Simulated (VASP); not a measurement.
Output of a VASP run:

File OUTCAR:
```
 ion  position               nearest neighbor table
   1  0.500  0.500  0.500-   2 3.19   2 3.19   2 3.19   2 3.19   2 3.19   2 3.19
   2  0.000  0.000  0.000-   1 3.19   1 3.19   1 3.19   1 3.19   1 3.19   1 3.19
  LATTYP: Found a face centered cubic cell.
 ALAT       =     6.3831816024
 Subroutine PRICEL returns:
 Original cell was already a primitive cell.
 Subroutine GETGRP returns: Found 48 space group operations
The static configuration has the point symmetry O_h .
The dynamic configuration has the point symmetry O_h .
 Subroutine INISYM returns: Found 48 space group operations
 Subroutine IBZKPT returns following result:
 Found     20 irreducible k-points:

 Following reciprocal coordinates:
            Coordinates               Weight
  0.000000  0.000000  0.000000      1.000000
  0.142857  0.000000  0.000000      8.000000
  0.285714  0.000000  0.000000      8.000000
  0.428571  0.000000  0.000000      8.000000
  0.142857  0.142857  0.000000      6.000000
  0.285714  0.142857  0.000000     24.000000
  0.428571  0.142857  0.000000     24.000000
 -0.428571  0.142857  0.000000     24.000000
 -0.285714  0.142857  0.000000     24.000000
 -0.142857  0.142857  0.000000     12.000000
  0.285714  0.285714  0.000000      6.000000
  0.428571  0.285714  0.000000     24.000000
 -0.428571  0.285714  0.000000     24.000000
 -0.285714  0.285714  0.000000     12.000000
  0.428571  0.428571  0.000000      6.000000
 -0.428571  0.428571  0.000000     12.000000
  0.428571  0.285714  0.142857     24.000000
 -0.428571  0.285714  0.142857     48.000000
 -0.428571  0.428571  0.142857     24.000000
 -0.285714  0.428571  0.142857     24.000000
   k-points           NKPTS =     20   k-points in BZ     NKDIM =     20   number of bands    NBANDS=     14
   number of dos      NEDOS =    301   number of ions     NIONS =      2
   total plane-waves  NPLWV =  27000
   dimension x,y,z NGX =    30 NGY =   30 NGZ =   30
   dimension x,y,z NGXF=    60 NGYF=   60 NGZF=   60
   ions per type =               1   1
   PREC   = accura    normal or accurate (medium, high low for compatibility)
   ISTART =      0    job   : 0-new  1-cont  2-samecut
   ICHARG =      2    charge: 1-file 2-atom 10-const
   ISPIN  =      1    spin polarized calculation?
   LNONCOLLINEAR =      F non collinear calculations
   LSORBIT =      F    spin-orbit coupling
   INIWAV =      1    electr: 0-lowe 1-rand  2-diag
   ENCUT  =  400.0 eV  29.40 Ry    5.42 a.u.   7.36  7.36  7.36*2*pi/ulx,y,z
   NELM   =    100;   NELMIN=  2; NELMDL= -5     # of ELM steps
   EDIFF  = 0.1E-05   stopping-criterion for ELM
   LREAL  =      F    real-space projection
   NLSPLINE    = F    spline interpolate recip. space projectors
   LMAXMIX     =    4 max onsite mixed and CHGCAR
   VOSKOWN=      0    Vosko Wilk Nusair interpolation
   EDIFFG = -.1E-01   stopping-criterion for IOM
   NSW    =     60    number of steps for IOM
   NBLOCK =      1;   KBLOCK =     60    inner block; outer block
   IBRION =      2    ionic relax: 0-MD 1-quasi-New 2-CG
   NFREE  =      1    steps in history (QN), initial steepest desc. (CG)
   ISIF   =      3    stress and relaxation
   ISYM   =      2    0-nonsym 1-usesym 2-fastsym
   TEIN   =    0.0    initial temperature
   TEBEG  =    0.0;   TEEND  =   0.0 temperature during run
   SMASS  =  -3.00    Nose mass-parameter (am)
   PSTRESS=    0.0 pullay stress
   NELECT =      20.0000    total number of electrons
   EFERMI =   0.00;   METHOD = LEGACY
   ISMEAR =     0;   SIGMA  =   0.05  broadening in eV -4-tet -1-fermi 0-gaus
   IALGO  =     38    algorithm
   LDIAG  =      T    sub-space diagonalisation (order eigenvalues)
   IMIX   =      4    mixing-type and parameters
     AMIX     =   0.40;   BMIX     =  1.00
     AMIX_MAG =   1.60;   BMIX_MAG =  1.00
     AMIN     =   0.10
   GGA     = CA    functional components
   VOSKOWN =     0    Vosko Wilk Nusair interpolation
   LHFCALC =     F    Hartree Fock is set to
   LHFONE  =     F    Hartree Fock one center treatment
...
```

OSZICAR:
```
       N       E                     dE             d eps       ncg     rms          rms(c)
DAV:   1     0.140905539624E+03    0.14091E+03   -0.79630E+03   560   0.114E+03
DAV:   2     0.761100917235E+00   -0.14014E+03   -0.13704E+03   596   0.312E+02
DAV:   3    -0.865305755335E+01   -0.94142E+01   -0.93188E+01   734   0.890E+01
DAV:   4    -0.888509463575E+01   -0.23204E+00   -0.23197E+00   684   0.175E+01
DAV:   5    -0.889162380077E+01   -0.65292E-02   -0.65291E-02   766   0.238E+00    0.368E+00
DAV:   6    -0.878503073663E+01    0.10659E+00   -0.24414E-01   798   0.428E+00    0.233E+00
DAV:   7    -0.877766020658E+01    0.73705E-02   -0.66269E-02   706   0.155E+00    0.911E-01
DAV:   8    -0.877699013337E+01    0.67007E-03   -0.75973E-03   674   0.984E-01    0.128E-01
DAV:   9    -0.877693997882E+01    0.50155E-04   -0.87380E-04   792   0.315E-01    0.324E-02
DAV:  10    -0.877693475727E+01    0.52216E-05   -0.56457E-05   644   0.671E-02    0.247E-02
DAV:  11    -0.877693502259E+01   -0.26532E-06   -0.19586E-05   728   0.328E-02    0.103E-02
DAV:  12    -0.877693505383E+01   -0.31241E-07   -0.13846E-06   426   0.984E-03
   1 F= -.87769351E+01 E0= -.87769351E+01  d E =-.877694E+01
```

**OUTCAR**
```
------------------------ aborting loop because EDIFF is reached ----------------------------------------
  FORCE on cell =-STRESS in cart. coord.  units (eV):
  Direction    XX          YY          ZZ          XY          YZ          ZX
  --------------------------------------------------------------------------------------
  Total       -0.0147179     -0.0147179     -0.0147179     -0.0000000     -0.0000000      0.0000000
  in kB       -0.3626649     -0.3626649     -0.3626649     -0.0000000     -0.0000000      0.0000000
  external PRESSURE =      -0.3626649 kB  Pullay stress =       0.0000000 kB
  volume of cell :       65.02
      direct lattice vectors                 reciprocal lattice vectors
     0.000000000  3.191590801  3.191590801    -0.156661687  0.156661687  0.156661687
     3.191590801  0.000000000  3.191590801     0.156661687 -0.156661687  0.156661687
     3.191590801  3.191590801  0.000000000     0.156661687  0.156661687 -0.156661687
  FREE ENERGIE OF THE ION-ELECTRON SYSTEM (eV)
  ---------------------------------------------------
  free  energy   TOTEN  =        -8.7769350538 eV

  energy  without entropy=       -8.7769350538  energy(sigma->0) =       -8.77693505

 reached required accuracy - stopping structural energy minimisation
```
(Selected blocks of OUTCAR.)

### POSCAR
```
PbTe
1
    0.0000000000     3.1915908012     3.1915908012
    3.1915908012     0.0000000000     3.1915908012
    3.1915908012     3.1915908012     0.0000000000
Te Pb
1 1
Direct
  0.5000000000   0.5000000000   0.5000000000
  0.0000000000   0.0000000000   0.0000000000
```

Problem. Reconstruct the remaining input files.

Solution. This is not unique; one that fits is the input of the run itself, LDA (Ceperley-Alder, Perdew-Zunger), plane waves, VASP's LDA PAW potentials (set 64).

KPOINTS:
```
Automatic mesh
0
G
  7 7 7
```

### INCAR
```
SYSTEM=PbTe
PREC=Accurate; ENCUT=400; LREAL=.False.
LASPH=.True.
EDIFF=1E-6; NELM=100; ALGO=Normal
LMAXMIX=4
ISMEAR=0; SIGMA=0.05
IBRION=2; NSW=60; ISIF=3
EDIFFG=-0.01
LWAVE=.False.; LCHARG=.False.
```

POTCAR, in this order: Te Pb_d (LDA.64 set). Program: vasp_std.

The compound is PbTe in the rock salt structure. It was relaxed first. The start is the result of an earlier pass.
